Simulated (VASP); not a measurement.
Calculation: PBEsol GGA, VASP's PBE PAW potentials (set 64) (plane waves; VASP).

The input files of a VASP run:

### POSCAR
```
SnSe2
1
    1.9097740985    -3.3078259828     0.0000000000
    1.9097740985     3.3078259828     0.0000000000
    0.0000000000     0.0000000000     6.2565583040
Sn Se
1 2
Direct
 -0.0000000000   0.0000000000   0.0000000000
  0.3333330000   0.6666670000   0.2533466272
  0.6666670000   0.3333330000   0.7466533728
```

### INCAR
```
ALGO=Normal
EDIFF=1E-8
ENCUT=400
GGA=PS
ISMEAR=0
LASPH=T
LCHARG=F
LEPSILON=T
LMAXMIX=4
LREAL=F
LWAVE=F
NELM=100
PREC=Accurate
SIGMA=0.01
SYSTEM=SnSe2
```

KPOINTS:
```
Automatic
0
Gamma
 7 7 4
0 0 0
```

POTCAR, in this order: Sn_d Se (PBE.64 set). Program: vasp_std.

Output

File OUTCAR:
```
 ion  position               nearest neighbor table
   1  0.000  0.000  0.000-   2 2.72   3 2.72   3 2.72   2 2.72   3 2.72   2 2.72
   2  0.333  0.667  0.253-   1 2.72   1 2.72   1 2.72
   3  0.667  0.333  0.747-   1 2.72   1 2.72   1 2.72
  LATTYP: Found a hexagonal cell.
 ALAT       =     3.8195483817
 C/A-ratio  =     1.6380361443
 Subroutine PRICEL returns:
 Original cell was already a primitive cell.
 Subroutine GETGRP returns: Found 12 space group operations
The static configuration has the point symmetry D_3d.
The dynamic configuration has the point symmetry D_3d.
 Subroutine INISYM returns: Found 12 space group operations
 Subroutine IBZKPT returns following result:
 Found     28 irreducible k-points:

 Following reciprocal coordinates:
            Coordinates               Weight
  0.000000  0.000000  0.000000      1.000000
  0.142857  0.000000  0.000000      6.000000
  0.285714 -0.000000  0.000000      6.000000
  0.428571 -0.000000  0.000000      6.000000
  0.142857  0.142857  0.000000      6.000000
  0.285714  0.142857  0.000000     12.000000
  0.428571  0.142857  0.000000      6.000000
  0.285714  0.285714  0.000000      6.000000
  0.000000  0.000000  0.250000      2.000000
  0.142857  0.000000  0.250000      6.000000
  0.000000  0.142857  0.250000      6.000000
  0.285714 -0.000000  0.250000      6.000000
 -0.000000  0.285714  0.250000      6.000000
  0.428571 -0.000000  0.250000      6.000000
 -0.000000  0.428571  0.250000      6.000000
  0.142857  0.142857  0.250000     12.000000
  0.285714  0.142857  0.250000     12.000000
 -0.142857  0.428571  0.250000     12.000000
  0.428571  0.142857  0.250000     12.000000
  0.285714  0.285714  0.250000     12.000000
  0.000000  0.000000  0.500000      1.000000
  0.142857  0.000000  0.500000      6.000000
  0.285714 -0.000000  0.500000      6.000000
  0.428571 -0.000000  0.500000      6.000000
  0.142857  0.142857  0.500000      6.000000
  0.285714  0.142857  0.500000     12.000000
  0.428571  0.142857  0.500000      6.000000
  0.285714  0.285714  0.500000      6.000000
 Subroutine IBZKPT_HF returns following result:
   k-points           NKPTS =     28   k-points in BZ     NKDIM =     28   number of bands    NBANDS=     17
   number of dos      NEDOS =    301   number of ions     NIONS =      3
   total plane-waves  NPLWV =  32928
   dimension x,y,z NGX =    28 NGY =   28 NGZ =   42
   dimension x,y,z NGXF=    56 NGYF=   56 NGZF=   84
   ions per type =               1   2
   PREC   = accura    normal or accurate (medium, high low for compatibility)
   ISTART =      0    job   : 0-new  1-cont  2-samecut
   ICHARG =      2    charge: 1-file 2-atom 10-const
   ISPIN  =      1    spin polarized calculation?
   LNONCOLLINEAR =      F non collinear calculations
   LSORBIT =      F    spin-orbit coupling
   INIWAV =      1    electr: 0-lowe 1-rand  2-diag
   ENCUT  =  400.0 eV  29.40 Ry    5.42 a.u.   6.23  6.23 10.20*2*pi/ulx,y,z
   NELM   =    100;   NELMIN=  2; NELMDL= -5     # of ELM steps
   EDIFF  = 0.1E-07   stopping-criterion for ELM
   LREAL  =      F    real-space projection
   NLSPLINE    = F    spline interpolate recip. space projectors
   LMAXMIX     =    4 max onsite mixed and CHGCAR
   VOSKOWN=      0    Vosko Wilk Nusair interpolation
   EDIFFG = 0.1E-06   stopping-criterion for IOM
   NSW    =      0    number of steps for IOM
   NBLOCK =      1;   KBLOCK =      1    inner block; outer block
   IBRION =     -1    ionic relax: 0-MD 1-quasi-New 2-CG
   NFREE  =      0    steps in history (QN), initial steepest desc. (CG)
   ISIF   =      2    stress and relaxation
   ISYM   =      2    0-nonsym 1-usesym 2-fastsym
   TEIN   =    0.0    initial temperature
...
```

**OSZICAR**
```
...
RMM:   8    -0.998088843332E+02   -0.49414E-04    0.11768E-03  2168   0.741E-02
RMM:   9    -0.998088873415E+02   -0.30084E-05    0.12259E-03  2186   0.313E-02
RMM:  10    -0.998088876298E+02   -0.28821E-06    0.79948E-04  2122   0.143E-02
RMM:  11    -0.998088879138E+02   -0.28408E-06    0.52561E-04  2101   0.887E-03
RMM:  12    -0.998088880165E+02   -0.10269E-06    0.35257E-04  1866   0.615E-03
RMM:  13    -0.998088881277E+02   -0.11120E-06    0.26903E-04  1789   0.531E-03
RMM:  14    -0.998088877031E+02    0.42460E-06    0.85238E-05  1667   0.493E-03
RMM:  15    -0.998088878736E+02   -0.17053E-06    0.63148E-05  1629   0.475E-03
RMM:  16    -0.998088886691E+02   -0.79549E-06    0.90253E-05  1614   0.466E-03
RMM:  17    -0.998088883335E+02    0.33564E-06    0.11659E-04  1591   0.462E-03
 Linear response G [H, r] |phi>, progress :
  Direction:   3
       N       E                     dE             d eps       ncg     rms
RMM:   1    -0.644223603909E+02   -0.64422E+02    0.10251E+03  1208   0.337E+02
RMM:   2    -0.892724908313E+02   -0.24850E+02   -0.71599E+01  1776   0.476E+01
RMM:   3    -0.898438610069E+02   -0.57137E+00   -0.23815E+00  1848   0.115E+01
RMM:   4    -0.899137638783E+02   -0.69903E-01   -0.24395E-01  2014   0.325E+00
RMM:   5    -0.899179011143E+02   -0.41372E-02   -0.21084E-02  1996   0.123E+00
RMM:   6    -0.899212172555E+02   -0.33161E-02   -0.10832E-02  2067   0.450E-01
RMM:   7    -0.899213188792E+02   -0.10162E-03   -0.18223E-03  2065   0.176E-01
RMM:   8    -0.899213597907E+02   -0.40911E-04    0.49560E-04  2092   0.712E-02
RMM:   9    -0.899213646592E+02   -0.48685E-05    0.97124E-04  2081   0.294E-02
RMM:  10    -0.899213660701E+02   -0.14109E-05    0.40686E-04  2041   0.137E-02
RMM:  11    -0.899213673312E+02   -0.12611E-05    0.22403E-04  1917   0.817E-03
RMM:  12    -0.899213671883E+02    0.14285E-06    0.58720E-05  1721   0.552E-03
RMM:  13    -0.899213675793E+02   -0.39095E-06    0.55778E-05  1645   0.443E-03
RMM:  14    -0.899213671853E+02    0.39394E-06    0.83811E-06  1592   0.407E-03
RMM:  15    -0.899213676016E+02   -0.41630E-06   -0.39560E-05  1519   0.386E-03
RMM:  16    -0.899213671678E+02    0.43379E-06    0.43122E-05  1461   0.377E-03
RMM:  17    -0.899213676413E+02   -0.47348E-06   -0.27472E-05  1413   0.374E-03
 Linear response to external field (no local field effect), progress :
  Direction:   1
       N       E                     dE             d eps       ncg     rms          rms(c)
RMM:   1    -0.945377961892E+00   -0.94538E+00   -0.45423E-01  1341   0.103E+01
RMM:   2    -0.219694723161E+01   -0.12516E+01   -0.30856E-01  1821   0.243E+00
RMM:   3    -0.220792027852E+01   -0.10973E-01   -0.15282E-02  1884   0.551E-01
RMM:   4    -0.220824535541E+01   -0.32508E-03   -0.95725E-04  1905   0.163E-01
RMM:   5    -0.220827926236E+01   -0.33907E-04   -0.16730E-04  1963   0.491E-02
RMM:   6    -0.220828303887E+01   -0.37765E-05   -0.20729E-05  1957   0.170E-02
RMM:   7    -0.220828372069E+01   -0.68182E-06   -0.37052E-06  1974   0.552E-03
RMM:   8    -0.220828372674E+01   -0.60493E-08   -0.53577E-07  1849   0.201E-03
RMM:   9    -0.220828376558E+01   -0.38846E-07   -0.12928E-07  1638   0.984E-04
RMM:  10    -0.220828375617E+01    0.94139E-08   -0.77810E-07  1294   0.601E-04
RMM:  11    -0.220828375396E+01    0.22037E-08   -0.17823E-06  1132   0.453E-04
RMM:  12    -0.220828376153E+01   -0.75634E-08   -0.33056E-07   992   0.377E-04
RMM:  13    -0.220828374120E+01    0.20329E-07   -0.25146E-07   947   0.337E-04
RMM:  14    -0.220828377020E+01   -0.29003E-07   -0.30879E-06   906   0.319E-04
RMM:  15    -0.220828376952E+01    0.68559E-09    0.23776E-07   903   0.310E-04
RMM:  16    -0.220828374145E+01    0.28071E-07   -0.87014E-07   869   0.305E-04
RMM:  17    -0.220828376828E+01   -0.26839E-07   -0.94234E-07   845   0.300E-04
 Linear response to external field (no local field effect), progress :
  Direction:   2
       N       E                     dE             d eps       ncg     rms          rms(c)
RMM:   1    -0.160281675161E+01   -0.16028E+01   -0.18271E+00  1365   0.119E+01
RMM:   2    -0.366720043889E+01   -0.20644E+01   -0.40588E-01  1804   0.276E+00
RMM:   3    -0.368670235198E+01   -0.19502E-01   -0.22157E-02  1859   0.637E-01
RMM:   4    -0.368723681042E+01   -0.53446E-03   -0.12741E-03  1883   0.179E-01
RMM:   5    -0.368729757545E+01   -0.60765E-04   -0.25068E-04  1992   0.561E-02
RMM:   6    -0.368730181703E+01   -0.42416E-05   -0.23671E-05  1931   0.170E-02
RMM:   7    -0.368730255168E+01   -0.73465E-06   -0.44713E-06  1947   0.560E-03
RMM:   8    -0.368730258942E+01   -0.37737E-07   -0.58322E-07  1846   0.181E-03
RMM:   9    -0.368730256772E+01    0.21693E-07    0.31612E-06  1604   0.885E-04
RMM:  10    -0.368730259180E+01   -0.24079E-07   -0.38744E-07  1275   0.553E-04
RMM:  11    -0.368730257992E+01    0.11879E-07   -0.10166E-06  1093   0.432E-04
RMM:  12    -0.368730257891E+01    0.10150E-08   -0.27864E-06   958   0.383E-04
RMM:  13    -0.368730258667E+01   -0.77578E-08    0.25536E-07   924   0.357E-04
RMM:  14    -0.368730258516E+01    0.15016E-08   -0.75438E-07   890   0.349E-04
RMM:  15    -0.368730258024E+01    0.49292E-08   -0.13062E-06   883   0.336E-04
RMM:  16    -0.368730258210E+01   -0.18615E-08   -0.95342E-07   857   0.334E-04
 Linear response to external field (no local field effect), progress :
  Direction:   3
       N       E                     dE             d eps       ncg     rms          rms(c)
RMM:   1    -0.125429773934E+01   -0.12543E+01   -0.22181E+00  1398   0.102E+01
RMM:   2    -0.261680955718E+01   -0.13625E+01   -0.33221E-01  1778   0.251E+00
RMM:   3    -0.263232171136E+01   -0.15512E-01   -0.16877E-02  1829   0.576E-01
RMM:   4    -0.263292377100E+01   -0.60206E-03   -0.10795E-03  1840   0.154E-01
RMM:   5    -0.263295580099E+01   -0.32030E-04   -0.10047E-04  1933   0.429E-02
RMM:   6    -0.263295851628E+01   -0.27153E-05   -0.88430E-06  1886   0.126E-02
RMM:   7    -0.263295882671E+01   -0.31043E-06   -0.20860E-06  1910   0.412E-03
RMM:   8    -0.263295883614E+01   -0.94347E-08   -0.48976E-07  1751   0.162E-03
RMM:   9    -0.263295883827E+01   -0.21221E-08    0.78770E-07  1516   0.808E-04
RMM:  10    -0.263295877841E+01    0.59856E-07    0.62564E-06  1148   0.556E-04
RMM:  11    -0.263295885870E+01   -0.80285E-07   -0.32115E-06  1030   0.468E-04
RMM:  12    -0.263295882826E+01    0.30440E-07    0.66959E-07   938   0.437E-04
RMM:  13    -0.263295877078E+01    0.57472E-07   -0.30419E-06   891   0.407E-04
RMM:  14    -0.263295880230E+01   -0.31517E-07    0.41863E-06   815   0.399E-04
RMM:  15    -0.263295881871E+01   -0.16410E-07    0.17785E-06   771   0.391E-04
RMM:  16    -0.263295879370E+01    0.25015E-07   -0.13616E-06   757   0.388E-04
 Linear response to external field, progress :
  Direction:   1
```

OUTCAR:
```
------------------------ aborting loop because EDIFF is reached ----------------------------------------

 HEAD OF MICROSCOPIC STATIC DIELECTRIC TENSOR (INDEPENDENT PARTICLE, excluding Hartree and local field effects)
 ------------------------------------------------------
          14.495937     0.000000     0.000000
           0.000000    14.495939    -0.000000
           0.000000    -0.000000    13.054516
 ------------------------------------------------------
```
(Selected blocks of OUTCAR.)

### stdout
```
...
 Linear response to external field (no local field effect), progress :
  Direction:   3
       N       E                     dE             d eps       ncg     rms          rms(c)
RMM:   1    -0.125429773934E+01   -0.12543E+01   -0.22181E+00  1398   0.102E+01
RMM:   2    -0.261680955718E+01   -0.13625E+01   -0.33221E-01  1778   0.251E+00
RMM:   3    -0.263232171136E+01   -0.15512E-01   -0.16877E-02  1829   0.576E-01
RMM:   4    -0.263292377100E+01   -0.60206E-03   -0.10795E-03  1840   0.154E-01
RMM:   5    -0.263295580099E+01   -0.32030E-04   -0.10047E-04  1933   0.429E-02
RMM:   6    -0.263295851628E+01   -0.27153E-05   -0.88430E-06  1886   0.126E-02
RMM:   7    -0.263295882671E+01   -0.31043E-06   -0.20860E-06  1910   0.412E-03
RMM:   8    -0.263295883614E+01   -0.94347E-08   -0.48976E-07  1751   0.162E-03
RMM:   9    -0.263295883827E+01   -0.21221E-08    0.78770E-07  1516   0.808E-04
RMM:  10    -0.263295877841E+01    0.59856E-07    0.62564E-06  1148   0.556E-04
RMM:  11    -0.263295885870E+01   -0.80285E-07   -0.32115E-06  1030   0.468E-04
RMM:  12    -0.263295882826E+01    0.30440E-07    0.66959E-07   938   0.437E-04
RMM:  13    -0.263295877078E+01    0.57472E-07   -0.30419E-06   891   0.407E-04
RMM:  14    -0.263295880230E+01   -0.31517E-07    0.41863E-06   815   0.399E-04
RMM:  15    -0.263295881871E+01   -0.16410E-07    0.17785E-06   771   0.391E-04
RMM:  16    -0.263295879370E+01    0.25015E-07   -0.13616E-06   757   0.388E-04
 change of polarisation eV/A/(eV/A) component  3 :    -0.596    -0.012     5.266
 dielectric tensor                  component  3 :    -1.365    -0.027    13.055
 Linear response to external field, progress :
  Direction:   1

 -----------------------------------------------------------------------------
|                     _     ____    _    _    _____     _                     |
|                    | |   |  _ \  | |  | |  / ____|   | |                    |
|                    | |   | |_) | | |  | | | |  __    | |                    |
|                    |_|   |  _ <  | |  | | | | |_ |   |_|                    |
|                     _    | |_) | | |__| | | |__| |    _                     |
|                    (_)   |____/   \____/   \_____|   (_)                    |
|                                                                             |
|                                                                             |
|     internal error in GENERATE_KPOINTS_TRANS: number of G-vector            |
|     changed in star 1436 1434                                               |
|                                                                             |
|     If you are not a developer, you should not encounter this problem.      |
|     Please submit a bug report.                                             |
|                                                                             |
 -----------------------------------------------------------------------------
```

VASP stops with an error: internal error in GENERATE_KPOINTS_TRANS: number of G-vector changed in star 1436 1434 If you are not a developer, you should not encounter this problem. Please submit a bug report.

Without a dispersion term in the relaxation, distances and binding between the weakly bound layers, chains or molecules are unreliable, and so is what depends on them.

The compound is SnSe2 in the 1T layered structure. It was relaxed first.
